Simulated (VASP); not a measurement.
Computed with r2SCAN meta-GGA, VASP's PBE PAW potentials (set 64) (plane waves; VASP).

The input files of a VASP run:

**KPOINTS_OPT**
```
k-points along high-symmetry lines
10
Line-mode
Reciprocal
  0.000000   0.000000   0.000000 ! GAMMA
  0.000000   0.500000   0.000000 ! X

  0.000000   0.500000   0.000000 ! X
  0.500000   0.500000   0.000000 ! M

  0.500000   0.500000   0.000000 ! M
  0.000000   0.000000   0.000000 ! GAMMA

  0.000000   0.000000   0.000000 ! GAMMA
  0.500000   0.500000   0.500000 ! R

  0.500000   0.500000   0.500000 ! R
  0.000000   0.500000   0.000000 ! X

  0.500000   0.500000   0.500000 ! R
  0.500000   0.500000   0.000000 ! M
```

### POSCAR
```
Cr
1.0
  2.3182656809   0.0000000000   0.0000000000
  0.0000000000   2.3182656809   0.0000000000
  0.0000000000   0.0000000000   2.3182656809
Cr
1
Direct
  0.0000000000   0.0000000000   0.0000000000
```

INCAR:
```
ALGO = Normal
EDIFF = 1E-7
ENCUT = 400
ISIF = 2
ISMEAR = -5
ISPIN = 2
LASPH = .TRUE.
LCHARG = .FALSE.
LMAXMIX = 4
LMIXTAU = .TRUE.
LORBIT = 11
LREAL = .FALSE.
LWAVE = .FALSE.
MAGMOM = 0.2
METAGGA = R2SCAN
NEDOS = 601
NELM = 100
PREC = Accurate
SYSTEM = Cr
```

### KPOINTS
```
Automatic mesh
0
Gamma
17 17 17
0 0 0
```

POTCAR, in this order: Cr_pv (PBE.64 set). Program: vasp_std.

What VASP printed:

### OUTCAR
```
 ion  position               nearest neighbor table
   1  0.000  0.000  0.000-
  LATTYP: Found a simple cubic cell.
 ALAT       =     2.3182656809
 Subroutine PRICEL returns:
 Original cell was already a primitive cell.
 Subroutine GETGRP returns: Found 48 space group operations
The static configuration has the point symmetry O_h .
The dynamic configuration has the point symmetry O_h .
The overall configuration has the point symmetry O_h .
 Subroutine INISYM returns: Found 48 space group operations
 Subroutine IBZKPT returns following result:
 Found    165 irreducible k-points:

 Following reciprocal coordinates:
            Coordinates               Weight
  0.000000  0.000000  0.000000      1.000000
  0.058824  0.000000  0.000000      6.000000
  0.117647  0.000000  0.000000      6.000000
  0.176471  0.000000  0.000000      6.000000
  0.235294  0.000000  0.000000      6.000000
  0.294118  0.000000  0.000000      6.000000
  0.352941  0.000000  0.000000      6.000000
  0.411765  0.000000  0.000000      6.000000
  0.470588  0.000000  0.000000      6.000000
...
```

### OSZICAR
```
       N       E                     dE             d eps       ncg     rms          rms(c)
DAV:   1     0.594139347451E+02    0.59414E+02   -0.64662E+03  6608   0.114E+03
DAV:   2    -0.159612692922E+02   -0.75375E+02   -0.72978E+02  6678   0.303E+02
DAV:   3    -0.173800753827E+02   -0.14188E+01   -0.13891E+01  7294   0.496E+01
DAV:   4    -0.173954391030E+02   -0.15364E-01   -0.15208E-01  7540   0.461E+00
DAV:   5    -0.173955756529E+02   -0.13655E-03   -0.13574E-03  7126   0.427E-01    0.135E+01
DAV:   6    -0.134942130782E+02    0.39014E+01   -0.15386E+01  6730   0.565E+01    0.435E+00
DAV:   7    -0.137146771663E+02   -0.22046E+00   -0.14988E+00  6798   0.163E+01    0.221E+00
DAV:   8    -0.136957169937E+02    0.18960E-01   -0.13623E-01  6708   0.469E+00    0.141E+00
DAV:   9    -0.137366717800E+02   -0.40955E-01   -0.60157E-02  6684   0.213E+00    0.573E-01
DAV:  10    -0.137314658287E+02    0.52060E-02   -0.15458E-02  6710   0.163E+00    0.235E-01
DAV:  11    -0.137325048160E+02   -0.10390E-02   -0.20136E-03  6770   0.581E-01    0.101E-01
DAV:  12    -0.137324446809E+02    0.60135E-04   -0.21585E-04  6918   0.129E-01    0.447E-02
DAV:  13    -0.137325217443E+02   -0.77063E-04   -0.10372E-04  6606   0.138E-01    0.132E-02
DAV:  14    -0.137325228351E+02   -0.10907E-05   -0.15305E-05  6738   0.442E-02    0.616E-03
DAV:  15    -0.137325400202E+02   -0.17185E-04   -0.42626E-06  6778   0.256E-02    0.527E-03
DAV:  16    -0.137325403591E+02   -0.33885E-06   -0.26058E-06  6664   0.182E-02    0.179E-03
DAV:  17    -0.137325382143E+02    0.21448E-05   -0.11247E-06  6720   0.145E-02    0.229E-03
DAV:  18    -0.137325384521E+02   -0.23784E-06   -0.52291E-07  6464   0.860E-03    0.749E-04
DAV:  19    -0.137325389779E+02   -0.52577E-06   -0.28780E-08  3310   0.171E-03    0.198E-04
DAV:  20    -0.137325390092E+02   -0.31385E-07   -0.19398E-09  3300   0.541E-04
   1 F= -.13732539E+02 E0= -.13732539E+02  d E =0.000000E+00  mag=     0.0000
       N       E                     dE             ncg
```

File OUTCAR:
```
------------------------ aborting loop because EDIFF is reached ----------------------------------------
  FORCE on cell =-STRESS in cart. coord.  units (eV):
  Direction    XX          YY          ZZ          XY          YZ          ZX
  --------------------------------------------------------------------------------------
  Total       -0.0058407     -0.0058407     -0.0058407      0.0000000     -0.0000000      0.0000000
  in kB       -0.7510825     -0.7510825     -0.7510825      0.0000000     -0.0000000      0.0000000
  external PRESSURE =      -0.7510825 kB  Pullay stress =       0.0000000 kB
  volume of cell :       12.46
      direct lattice vectors                 reciprocal lattice vectors
     2.318265681  0.000000000  0.000000000     0.431356944  0.000000000  0.000000000
     0.000000000  2.318265681  0.000000000     0.000000000  0.431356944  0.000000000
     0.000000000  0.000000000  2.318265681     0.000000000  0.000000000  0.431356944
 POSITION                                       TOTAL-FORCE (eV/Angst)
 -----------------------------------------------------------------------------------
      0.00000      0.00000      0.00000         0.000000      0.000000      0.000000
 -----------------------------------------------------------------------------------
    total drift:                                0.000000      0.000000      0.000000
  FREE ENERGIE OF THE ION-ELECTRON SYSTEM (eV)
  ---------------------------------------------------
  free  energy   TOTEN  =       -13.7325390092 eV

  energy  without entropy=      -13.7325390092  energy(sigma->0) =      -13.73253901

 total charge

# of ion       s       p       d       tot
------------------------------------------
    1        0.683   6.326   4.344  11.354

 magnetization (x)

# of ion       s       p       d       tot
------------------------------------------
    1       -0.000  -0.000  -0.000  -0.000
```
(Selected blocks of OUTCAR.)

The moments were started parallel, and other spin orders were not tried in this run. For a metal the tetrahedron method with Blöchl corrections gives inexact stress and forces.

The structure was generated: Cr was put into the simple-cubic type (Pm-3m), which need not be its known phase. It was relaxed first, which changed the volume by -7 %.
